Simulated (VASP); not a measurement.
Calculation: rev-vdW-DF2, VASP's PBE PAW potentials (set 64) (plane waves; VASP 6.6.1).

The input files of a VASP run:

### POSCAR
```
PtSe2
1
    1.8917421610    -3.2765937920     0.0000000000
    1.8917421610     3.2765937920     0.0000000000
    0.0000000000     0.0000000000     4.9727849549
Pt Se
1 2
Direct
  0.0000000000   0.0000000000   0.0000000000
  0.3333330000   0.6666670000   0.2603489813
  0.6666670000   0.3333330000   0.7396510187
```

### INCAR
```
# general
SYSTEM  =PtSe2
PREC    =Accurate
ENCUT   =520   # plane-wave cut-off (eV)
LREAL   =.False.   # projection in real space or not
LASPH   =.True.

# electronic loop
EDIFF   =1E-7   # SCF stop (eV)
NELM    =100   # most electronic steps
ALGO    =Normal   # blocked Davidson
LMAXMIX =6

# smearing
ISMEAR  =1
SIGMA   =0.1   # width (eV)

# functional
GGA     =MK
LUSE_VDW=.True.
AGGAC   =0.0
PARAM1  =0.1234568
PARAM2  =0.7114
ZAB_VDW =-1.8867

# ions
IBRION  =2   # conjugate gradients
NSW     =30   # most ionic steps
ISIF    =4   # ions and shape, fixed volume
EDIFFG  =-0.01   # ionic stop

# output
LWAVE   =.False.
LCHARG  =.False.
```

**KPOINTS**
```
Regular mesh
0
gamma
9 9 6
```

POTCAR, in this order: Pt Se (PBE.64 set). Program: vasp_std.

What VASP printed:

### OSZICAR
```
       N       E                     dE             d eps       ncg     rms          rms(c)
DAV:   1     0.117847297365E+03    0.11785E+03   -0.10162E+04  1908   0.129E+03
DAV:   2    -0.522771138924E+01   -0.12308E+03   -0.12057E+03  2343   0.236E+02
DAV:   3    -0.101502089209E+02   -0.49225E+01   -0.48915E+01  2336   0.497E+01
DAV:   4    -0.101886416374E+02   -0.38433E-01   -0.38426E-01  2224   0.480E+00
DAV:   5    -0.101890640162E+02   -0.42238E-03   -0.42238E-03  2357   0.483E-01    0.118E+01
DAV:   6    -0.966312782850E+01    0.52594E+00   -0.52833E+00  1895   0.225E+01    0.754E+00
DAV:   7    -0.943516748430E+01    0.22796E+00   -0.10109E+00  1888   0.108E+01    0.356E+00
DAV:   8    -0.942005530727E+01    0.15112E-01   -0.73717E-02  1979   0.193E+00    0.910E-01
DAV:   9    -0.941600428387E+01    0.40510E-02   -0.11517E-02  2091   0.115E+00    0.193E-01
DAV:  10    -0.941612063751E+01   -0.11635E-03   -0.15690E-03  2126   0.277E-01    0.361E-02
DAV:  11    -0.941612287531E+01   -0.22378E-05   -0.32357E-05  2301   0.515E-02    0.256E-02
DAV:  12    -0.941612239359E+01    0.48172E-06   -0.64409E-06  2008   0.203E-02    0.264E-03
DAV:  13    -0.941612256477E+01   -0.17118E-06   -0.51947E-07  2378   0.552E-03    0.944E-04
DAV:  14    -0.941612260802E+01   -0.43246E-07   -0.29501E-08  1126   0.165E-03
   1 F= -.94161226E+01 E0= -.94162002E+01  d E =-.941612E+01
```

OUTCAR:
```
------------------------ aborting loop because EDIFF is reached ----------------------------------------
  FORCE on cell =-STRESS in cart. coord.  units (eV):
  Direction    XX          YY          ZZ          XY          YZ          ZX
  --------------------------------------------------------------------------------------
  Total        0.0026539      0.0026539      0.0344584      0.0000000      0.0000000      0.0000000
  in kB        0.0689725      0.0689725      0.8955523      0.0000000      0.0000000      0.0000000
  external PRESSURE =       0.3444991 kB  Pullay stress =       0.0000000 kB
  volume of cell :       61.65
      direct lattice vectors                 reciprocal lattice vectors
     1.891742161 -3.276593792  0.000000000     0.264306632 -0.152597494  0.000000000
     1.891742161  3.276593792  0.000000000     0.264306632  0.152597494  0.000000000
     0.000000000  0.000000000  4.972784955     0.000000000  0.000000000  0.201094560
 POSITION                                       TOTAL-FORCE (eV/Angst)
 -----------------------------------------------------------------------------------
      0.00000      0.00000      0.00000         0.000000     -0.000000      0.000000
      1.89174      1.09220      1.29466         0.000000      0.000000     -0.004505
      1.89174     -1.09220      3.67813        -0.000000      0.000000      0.004505
 -----------------------------------------------------------------------------------
    total drift:                               -0.000000     -0.000000      0.000000
  FREE ENERGIE OF THE ION-ELECTRON SYSTEM (eV)
  ---------------------------------------------------
  free  energy   TOTEN  =        -9.4161226080 eV

  energy  without entropy=       -9.4163553694  energy(sigma->0) =       -9.41620020

 reached required accuracy - stopping structural energy minimisation
```
(Selected blocks of OUTCAR.)

The compound is PtSe2 in the 1T layered structure. It was relaxed first.
